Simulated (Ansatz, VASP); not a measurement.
# Cross-check of TaN between VASP and Ansatz, part 2 of 2

One calculation is typed for both programs; each brings its own data sets. How far apart do they land? The cell is taken from a series of runs on this material, whose earlier steps may have relaxed, scaled, displaced or heated it; both programs get it as it stands.

VASP 6.6.1 and Ansatz 0.2.0.

So far. Step 6 (VASP: single point, LDA, pair 2): The run ends at a pressure of 18.96 GPa. Step 7 (Ansatz: single point, LDA, pair 2): The run ends at a pressure of 16.82 GPa.

## 8. Differences

What differs besides the data sets and the points named for the pairs above, as far as they apply: the data sets hold 18 valence electrons in Ansatz (on its PAW soft_1 files) and 16 in VASP. Total energies have different zeros and are not compared.

Both answers:

| quantity | Ansatz | VASP | difference |
| --- | --- | --- | --- |
| pressure (GPa) | 16.82 | 18.96 | -2.15 |

## 9. Ansatz: single point, LDA, pair 3

A single point gives forces, pressure and levels at one fixed geometry, so differences don't come from the geometry; what else differs is listed under the comparison. The cell compared in this pair holds 19.31 Å³, against 19.72 Å³ for the pair before.

The cell is taken from a series of runs on this material, whose earlier steps may have relaxed, scaled, displaced or heated it; both programs get it as it stands.

Contents of input.yaml:

```yaml
crystal:
  lattice:
    - [0.0, 2.1294322435, 2.1294322435]
    - [2.1294322435, 0.0, 2.1294322435]
    - [2.1294322435, 2.1294322435, 0.0]
  atoms:
    - { symbol: "N", position: [0.0, 0.0, 0.0] }
    - { symbol: Ta, position: [0.5, 0.5, 0.5] }
kpoints:
  mp_grid: { grid: [16, 16, 16] }
hamiltonian:
  xc: lda
  pseudopotentials: { kind: paw, azcp: { folder: soft_1 }, xc_functional: pbe }
scf:
  occupations: { method: methfessel_paxton, width: 0.2 }
output:
  forces: true
  stress: true
  eigenvalues: true
```

Launch:

```bash
ansatz run input.yaml --threads 4 --pin off --max-ram 10240MiB --backend cpu --events-out ev --progress --plain --runs-dir out
```

Numbers of over 12 decimals in the logs are rounded to 6 here.

Log:

```text
[...]
Crystal: 2 atoms, lattice volume = 19.312 Å³
Basis set: ecut = 420 eV, 339 PW (Γ)
Bands: 13, of which v1, the nominal top of the filled ones, is band 9 counted from 1 (8 counted from 0)
Symmetry: 48 space group operations
[...]
k-points: 145 of 4096
[...]
k-point 0: bands = [... 5 lower, 19.4637, 19.4637, 19.4637, 21.1269, 21.1269, 21.1269, 23.5725, 23.5725, ... 4 higher]
  k-point 1: bands = [... 5 lower, 18.9161, 19.0668, 19.0668, 21.3074, 21.3074, 21.4015, 24.0247, 24.0247, ... 4 higher]
  k-point 2: bands = [... 5 lower, 17.8249, 18.2650, 18.2650, 21.7203, 21.7203, 21.8088, 25.1111, 25.1111, ... 4 higher]
  k-point 144: bands = [... 5 lower, 15.4763, 16.4525, 16.4525, 23.3096, 23.3096, 27.6749, 28.5195, 28.7647, ... 4 higher]
[key lines of the parts left out:]
SCF converged after 7 iterations
Free energy (F): -10059.371401 eV
Fermi energy:    23.514602 eV
P = ⅓ Tr σ = 26.6947 GPa (266.947 kbar)
```

The run ends at a pressure of 26.69 GPa.

## 10. VASP: single point, LDA, pair 3

The same cell, functional (in two slightly different forms), mesh and smearing now go to VASP, with its own data sets.

Contents of INCAR:

```
SYSTEM = TaN
PREC = Accurate
ENCUT = 600
EDIFF = 1E-06
NELM = 120
ISMEAR = 1
SIGMA = 0.2
LREAL = .FALSE.
ALGO = Normal
GGA = PW92
NBANDS = 14
LASPH = .TRUE.
LORBIT = 11
LWAVE = .FALSE.
LCHARG = .FALSE.
ISIF = 2
GGA_COMPAT = .FALSE.
```

Contents of POSCAR:

```
TaN
1.0
    0.0000000000      2.1294322435      2.1294322435
    2.1294322435      0.0000000000      2.1294322435
    2.1294322435      2.1294322435      0.0000000000
N Ta
1 1
Direct
    0.0000000000      0.0000000000      0.0000000000
    0.5000000000      0.5000000000      0.5000000000
```

Contents of KPOINTS:

```
Automatic mesh
0
Gamma
16 16 16
0 0 0
```

Potentials, in the order of the species: N and Ta_pv (LDA family, release 64).

Launch:

```bash
mpirun -np 1 vasp_std
```

Log:

```text
[... set-up lines as in an earlier step ...]
 entering main loop
       N       E                     dE             d eps       ncg     rms          rms(c)
DAV:   1     0.954993291781E+02    0.95499E+02   -0.98501E+03  4060   0.137E+03
DAV:   2    -0.241111954381E+02   -0.11961E+03   -0.11320E+03  4966   0.333E+02
DAV:   3    -0.270941401092E+02   -0.29829E+01   -0.29230E+01  4576   0.468E+01
DAV:   4    -0.271089901440E+02   -0.14850E-01   -0.14844E-01  4952   0.343E+00
[...]
DAV:  10    -0.240382534948E+02    0.13417E-03   -0.58220E-04  5256   0.305E-01    0.103E-01
DAV:  11    -0.240382197821E+02    0.33713E-04   -0.81473E-05  4402   0.955E-02    0.194E-02
DAV:  12    -0.240382191011E+02    0.68100E-06   -0.46230E-06  4984   0.203E-02
   1 F= -.24038219E+02 E0= -.24037478E+02  d E =-.222208E-02
```

Parts of OUTCAR (step 10):

```text
  Total        3.4995820      3.4995820      3.4995820      0.0000000      0.0000000      0.0000000
  in kB      290.3389348    290.3389348    290.3389348      0.0000000      0.0000000      0.0000000
  external PRESSURE =     290.3389348 kB  Pullay stress =       0.0000000 kB

 POSITION                                       TOTAL-FORCE (eV/Angst)
 -----------------------------------------------------------------------------------
      0.00000      0.00000      0.00000         0.000000      0.000000      0.000000
      2.12943      2.12943      2.12943         0.000000      0.000000      0.000000
 -----------------------------------------------------------------------------------
    total drift:                                0.000000     -0.000000     -0.000000

  FREE ENERGIE OF THE ION-ELECTRON SYSTEM (eV)
  ---------------------------------------------------
  free  energy   TOTEN  =       -24.0382191011 eV

  energy  without entropy=      -24.0359970185  energy(sigma->0) =      -24.03747841

[... 1 part as in an earlier step ...]

[... 2 further parts left out ...]
[key lines of the parts left out:]
E-fermi :  10.5291
```

The run ends at a pressure of 29.03 GPa.

## 11. Differences

What differs besides the data sets and the points named for the pairs above, as far as they apply: the data sets hold 18 valence electrons in Ansatz (on its PAW soft_1 files) and 16 in VASP. Total energies have different zeros and are not compared.

Compared:

```csv
quantity,Ansatz,VASP,difference
pressure (GPa),26.69,29.03,-2.34
```

## 12. Results

| Quantity | Value |
| --- | --- |
| difference in pressure (single point, LDA, pair 1) | -2.8 GPa |
| difference in pressure (single point, LDA, pair 2) | -2.1 GPa |
| difference in pressure (single point, LDA, pair 3) | -2.3 GPa |

What this shows: The difference in pressure is -2.8 GPa (single point, LDA, pair 1), beyond the 1 GPa picked in this series as the mark of a large difference. The data sets hold unlike numbers of valence electrons (18 in Ansatz and 16 in VASP), so part of the differences comes from the potentials. Single point, LDA, pair 1, VASP with the data sets N and Ta_sv_GW: the difference in pressure goes from -2.8 to -1.7 GPa. What causes the difference of the single point, LDA, pair 2 pair stays open here. What causes the difference of the single point, LDA, pair 3 pair stays open here. 5 further runs of this series are not shown here. Such differences can come from data sets, numerical settings and the points named under the comparisons, not from the functional's error against experiment.

[Lines on the potential files, build, host, timing and source positions are cut from VASP's logs without a mark.]

[Logs are printed without paths, hosts, clocks, repeated set-up lines and the standing remarks that a program may print on its own settings, such as how far it seeks lower states.]

[Hosts, paths, dates, database ids (printed as entryN), source tags and the programs' standing remarks are cut or masked in the printed files.]
